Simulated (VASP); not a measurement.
Pb4Se3S (space group P4/mmm): the band gap from VASP (plane waves, PAW) at several levels of theory. Gaps are without spin-orbit coupling. Each level names its cell: its own relaxed one, PBE's, or the starting one. A gap is the smallest over the k-mesh and a band path; hybrids may have named points in place of the path, and GW has the mesh alone.

| level | band gap (eV) |
|---|---|
| LDA (own cell) | 0 (metallic) |
| PBEsol (own cell) | 0.12 |

The cell of the LDA (own cell) run:

```
Pb4SSe3
1.0
    4.23260     0.00000     0.00000
    0.00000     4.23260     0.00000
    0.00000     0.00000    12.03772
Pb Se S
4 3 1
Direct
  0.00000   0.00000   0.25489
  0.00000   0.00000   0.74511
  0.50000   0.50000   0.00000
  0.50000   0.50000   0.50000
  0.50000   0.50000   0.25115
  0.50000   0.50000   0.74885
  0.00000   0.00000   0.00000
  0.00000   0.00000   0.50000
```

Only levels that ran to the end are used. Left out are those held back, those with too coarse a band path, GW runs whose mesh misses a band edge, hybrids' fits of cells that aren't cubic and levels without matching references; a question may draw on a part of the rest.

The structure comes from a computed database's Pb4Se3S entry (P4/mmm); how it stands against other phases isn't given here.
